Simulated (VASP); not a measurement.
Data:

```yaml
crystal:
  lattice:
    - [6.42671, 0.00000, 0.00000]
    - [0.00000, 6.42671, 0.00000]
    - [0.00000, 0.00000, 6.42671]
  atoms:
    - { symbol: Zn, position: [0.00000, 0.00000, 0.00000] }
    - { symbol: Te, position: [0.24296, 0.24296, 0.24296] }
    - { symbol: Te, position: [0.75704, 0.75704, 0.24296] }
    - { symbol: Te, position: [0.75704, 0.24296, 0.75704] }
    - { symbol: Te, position: [0.24296, 0.75704, 0.75704] }
    - { symbol: Mg, position: [0.50000, 0.50000, 0.00000] }
    - { symbol: Mg, position: [0.50000, 0.00000, 0.50000] }
    - { symbol: Mg, position: [0.00000, 0.50000, 0.50000] }
```

Level of theory: PBE GGA, VASP's PBE PAW potentials (set 64) (plane waves; VASP). Run with 400 eV cut-off, 3×3×3 Γ-centred mesh, Gaussian smearing of 0.050 eV, potentials Zn Te Mg.

Unless said otherwise, spin-orbit coupling is left out, though it shifts the bands of the heavy elements here.

Q: What does the run give for the energy per atom (σ→0), band gap (on the k-mesh) with the smallest direct gap where there is one?

A: 
```
Quantity                                     Result
-----------------------------------  --------------
band gap (on the k-mesh)                    1.80 eV
smallest direct gap (on the k-mesh)         1.80 eV
energy per atom (σ→0)                -3.037 eV/atom
```

Only differences to runs with the same potentials and settings are physical.

The structure was generated: Mg3ZnTe4 was put into an ordered model structure (P-43m), which need not be its known phase. It was relaxed first.
